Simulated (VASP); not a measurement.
Method: PBE GGA with D3 dispersion (zero damping), VASP's PBE PAW potentials (set 64) (plane waves; VASP).

Input for VASP

**KPOINTS**
```
Automatic mesh
0
Gamma
18 18 18
0 0 0
```

**INCAR**
```
# general
SYSTEM =Mo
PREC   =Accurate
ENCUT  =520
LREAL  =.FALSE.   # projection in real space or not
LASPH  =.TRUE.

# electronic loop
EDIFF  =1E-7   # SCF stop (eV)
NELM   =100
ALGO   =Normal
LMAXMIX=4   # l cut-off of mixed one-centre charges

# smearing
ISMEAR =-5   # tetrahedra, Bloechl

# functional
GGA    =PE
IVDW   =11   # D3, zero damping

# ions
ISIF   =2   # forces and stress, cell fixed

# output
LWAVE  =.FALSE.
LCHARG =.TRUE.
LORBIT =11
NEDOS  =601   # DOS grid
```

### POSCAR
```
Mo
1
   -1.5680424475     1.5680424475     1.5680424475
    1.5680424475    -1.5680424475     1.5680424475
    1.5680424475     1.5680424475    -1.5680424475
Mo
1
Direct
  0.0000000000   0.0000000000   0.0000000000
```

POTCAR, in this order: Mo_sv (PBE.64 set). Program: vasp_std.

The resulting files:

**OUTCAR**
```
 ion  position               nearest neighbor table
   1  0.000  0.000  0.000-
  LATTYP: Found a body centered cubic cell.
 ALAT       =     3.1360848950
 Subroutine PRICEL returns:
 Original cell was already a primitive cell.
 Subroutine GETGRP returns: Found 48 space group operations
The static configuration has the point symmetry O_h .
The dynamic configuration has the point symmetry O_h .
 Subroutine INISYM returns: Found 48 space group operations
 Subroutine IBZKPT returns following result:
 Found    195 irreducible k-points:

 Following reciprocal coordinates:
            Coordinates               Weight
  0.000000  0.000000  0.000000      1.000000
  0.055556  0.000000  0.000000     12.000000
  0.111111  0.000000  0.000000     12.000000
  0.166667  0.000000  0.000000     12.000000
  0.222222  0.000000  0.000000     12.000000
  0.277778  0.000000  0.000000     12.000000
  0.333333  0.000000  0.000000     12.000000
  0.388889  0.000000  0.000000     12.000000
  0.444444  0.000000  0.000000     12.000000
  0.500000  0.000000  0.000000      6.000000
  0.055556  0.055556  0.000000     24.000000
  0.111111  0.055556  0.000000     48.000000
  0.166667  0.055556 -0.000000     48.000000
  0.222222  0.055556  0.000000     48.000000
  0.277778  0.055556  0.000000     48.000000
  0.333333  0.055556  0.000000     48.000000
  0.388889  0.055556  0.000000     48.000000
  0.444444  0.055556  0.000000     48.000000
  0.111111  0.111111  0.000000     24.000000
  0.166667  0.111111 -0.000000     48.000000
  0.222222  0.111111  0.000000     48.000000
  0.277778  0.111111  0.000000     48.000000
  0.333333  0.111111  0.000000     48.000000
  0.388889  0.111111  0.000000     48.000000
  0.444444  0.111111  0.000000     24.000000
...
```

### OSZICAR
```
       N       E                     dE             d eps       ncg     rms          rms(c)
DAV:   1     0.909537503212E+02    0.90954E+02   -0.83626E+03  4298   0.131E+03
DAV:   2    -0.102385567378E+02   -0.10119E+03   -0.98292E+02  4668   0.344E+02
DAV:   3    -0.115687140083E+02   -0.13302E+01   -0.13196E+01  4960   0.396E+01
DAV:   4    -0.115722706248E+02   -0.35566E-02   -0.35557E-02  4665   0.238E+00
DAV:   5    -0.115722893624E+02   -0.18738E-04   -0.18746E-04  5032   0.170E-01    0.152E+01
DAV:   6    -0.110086602914E+02    0.56363E+00   -0.99843E-01  4620   0.122E+01    0.423E+00
DAV:   7    -0.109297896368E+02    0.78871E-01   -0.21537E-01  5000   0.530E+00    0.928E-01
DAV:   8    -0.109261478667E+02    0.36418E-02   -0.40237E-03  4476   0.924E-01    0.174E-01
DAV:   9    -0.109262338131E+02   -0.85946E-04   -0.11486E-04  5042   0.148E-01    0.756E-02
DAV:  10    -0.109262405047E+02   -0.66916E-05   -0.11738E-05  4596   0.457E-02    0.893E-03
DAV:  11    -0.109262428529E+02   -0.23482E-05   -0.37476E-07  5145   0.651E-03    0.115E-03
DAV:  12    -0.109262421062E+02    0.74673E-06   -0.11065E-08  2562   0.133E-03    0.774E-05
DAV:  13    -0.109262421684E+02   -0.62265E-07   -0.51445E-10  2379   0.328E-04
   1 F= -.11465699E+02 E0= -.11465699E+02  d E =0.000000E+00
```

**OUTCAR**
```
------------------------ aborting loop because EDIFF is reached ----------------------------------------
 Edisp (eV)   -0.53946
  FORCE on cell =-STRESS in cart. coord.  units (eV):
  Direction    XX          YY          ZZ          XY          YZ          ZX
  --------------------------------------------------------------------------------------
  Total      -0.01049    -0.01049    -0.01049     0.00000     0.00000     0.00000
  in kB      -1.09031    -1.09031    -1.09031     0.00000     0.00000     0.00000
  external pressure =       -1.09 kB  Pullay stress =        0.00 kB
  volume of cell :       15.42
      direct lattice vectors                 reciprocal lattice vectors
    -1.568042448  1.568042448  1.568042448     0.000000000  0.318868919  0.318868919
     1.568042448 -1.568042448  1.568042448     0.318868919  0.000000000  0.318868919
     1.568042448  1.568042448 -1.568042448     0.318868919  0.318868919  0.000000000
 POSITION                                       TOTAL-FORCE (eV/Angst)
 -----------------------------------------------------------------------------------
      0.00000      0.00000      0.00000        -0.000000      0.000000     -0.000000
 -----------------------------------------------------------------------------------
    total drift:                                0.000000     -0.000000     -0.000000
  FREE ENERGIE OF THE ION-ELECTRON SYSTEM (eV)
  ---------------------------------------------------
  free  energy   TOTEN  =       -11.4656988541 eV

  energy  without entropy=      -11.4656988541  energy(sigma->0) =      -11.46569885

 total charge

# of ion       s       p       d       tot
------------------------------------------
    1        2.387   6.213   3.928  12.529
```
(Selected blocks of OUTCAR.)

OUTCAR:
```
 val. band max:       12.9582244573   @ k =   0.3889   0.1111   0.0556

 cond. band min:      12.7176099231   @ k =  -0.1667   0.1667   0.1111


 Fermi energy:        12.8347036241

 k-point     1 :       0.0000    0.0000    0.0000
  band No.  band energies     occupation
      1     -48.4805      2.00000
      2     -21.7142      2.00000
      3     -21.7142      2.00000
      4     -21.7142      2.00000
      5       5.5324      2.00000
      6      11.4168      2.00000
      7      11.4168      2.00000
      8      11.4168      2.00000
      9      14.4934      0.00000
     10      14.4934      0.00000
     11      27.6652      0.00000

 k-point     2 :       0.0556    0.0000    0.0000
  band No.  band energies     occupation
      1     -48.4722      2.00000
      2     -21.7615      2.00000
      3     -21.7287      2.00000
      4     -21.7145      2.00000
      5       5.6718      2.00000
      6      11.3376      2.00000
      7      11.4042      2.00000
      8      11.5475      2.00000
      9      14.3742      0.00000
     10      14.4951      0.00000
     11      27.7718      0.00000

 k-point     3 :       0.1111    0.0000    0.0000
  band No.  band energies     occupation
      1     -48.4484      2.00000
      2     -21.8963      2.00000
      3     -21.7704      2.00000
      4     -21.7156      2.00000
      5       6.0690      2.00000
      6      11.1174      2.00000
      7      11.3486      2.00000
      8      11.9340      2.01414
      9      14.1122      0.00000
     10      14.5058      0.00000
     11      28.0281      0.00000

 k-point     4 :       0.1667    0.0000    0.0000
  band No.  band energies     occupation
      1     -48.4118      2.00000
      2     -22.0993      2.00000
      3     -21.8336      2.00000
      4     -21.7172      2.00000
      5       6.6526      2.00000
      6      10.8009      2.00000
      7      11.2332      2.00000
      8      12.5600      1.65652
      9      13.9086      0.00000
...
```

For a metal the tetrahedron method with Blöchl corrections gives inexact stress and forces.

The compound is Mo in the bcc structure. It was relaxed first.
